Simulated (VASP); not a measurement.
Al3Si2F: relaxation of cell and atoms with PBE

The system is Al3Si2F.

```
Al Si F
1.0
     2.76696   -4.77685    0.00000
     2.76696    4.77685    0.00000
    -0.01954    0.00000    3.19862
Al Si F
3 2 1
Direct
  0.50000 0.50000 0.50000
  0.00000 0.50000 0.50000
  0.50000 0.00000 0.50000
  0.66400 0.33600 0.00000
  0.33600 0.66400 0.00000
  0.00000 0.00000 0.00000
```

The cell was built by a generator and needn't be a form met in nature.

```
Program                : VASP 6.6.1
Task                   : relaxation of cell and atoms
Functional             : PBE
Potentials or basis    : VASP PAW PBE potentials, release 64 (Al, Si, F)
Cutoff                 : 520 eV
k mesh                 : 3 × 3 × 4
Occupations            : gaussian, width 0.15 eV
Spin                   : no spin polarisation
Further INCAR settings : PREC = Normal; ALGO = Fast; EDIFF = 0.0001; IBRION = 2; EDIFFG = -0.08; NSW = 24; ISIF = 3
```

* Relaxed volume: 18.98 Å³/atom
* Relaxed cell: a = 5.993 Å, b = 5.993 Å, c = 3.666 Å, α = 90.07°, β = 90.07°, γ = 120.12°
* Space group after relaxing (to 0.05 Å): P6/mmm (No. 191)
* Energy gained by relaxing: 544.0 meV/atom
* Ionic steps: 3
* Pressure after relaxing: 0.1 GPa
* Largest force after relaxing: 0.070 eV/Å
* Band gap on the k mesh: none (metal or under the smearing width)

Forces in eV/Å, atoms in the order of the input:
```
Al   0.000  0.000  0.000
Al   0.000  0.000  0.000
Al   0.000  0.000  0.000
Si   0.000 -0.070  0.000
Si   0.000  0.070  0.000
F    0.000  0.000  0.000
```

Stress tensor (GPa, compression positive):
```
-0.28  0.00  0.08
 0.00  0.11  0.00
 0.08  0.00  0.35
```

Step by step:
```csv
step,energy change (eV),largest force (eV/Å),pressure (GPa),volume (Å³)
1,0.0000,0.3737,41.74,84.55
2,-2.2666,0.0042,-10.65,137.54
3,-3.2640,0.0698,0.06,113.86
```

Final structure:
```yaml
crystal:
  lattice:
    - [2.99075, -5.19289, 0.00497]
    - [2.99075, 5.19289, 0.00497]
    - [-0.01538, 0.00000, 3.66565]
  atoms:
    - { symbol: Al, position: [0.50000, 0.50000, 0.50000] }
    - { symbol: Al, position: [0.00000, 0.50000, 0.50000] }
    - { symbol: Al, position: [0.50000, 0.00000, 0.50000] }
    - { symbol: Si, position: [0.66521, 0.33479, 0.00000] }
    - { symbol: Si, position: [0.33479, 0.66521, 0.00000] }
    - { symbol: F, position: [0.00000, 0.00000, 0.00000] }
```

Levels at points of the mesh, in eV from the Fermi level:
| k point | band 10 | band 11 | band 12 | band 13 | band 14 | band 15 |
| --- | --- | --- | --- | --- | --- | --- |
| (0.00, 0.00, 0.00) | -0.63 | -0.62 | 0.35 | 0.56 | 2.88 | 3.81 |
| (0.00, 0.00, 0.50) | -1.97 | -1.95 | -1.80 | 0.03 | 0.04 | 0.92 |

Run time: 23 s on 1 thread of Intel(R) Xeon(R) Platinum 8488C (Sapphire Rapids), with other jobs on the host, peak memory 0.15 GiB.

Caveat: the k mesh is coarse (spacing up to 0.49 Å⁻¹), so the values aren't converged; the volume moved by over 15 % at a fixed basis, so the end points are rough; the relaxation stopped at a loose force limit of 0.08 eV/Å, so its end isn't a converged minimum.
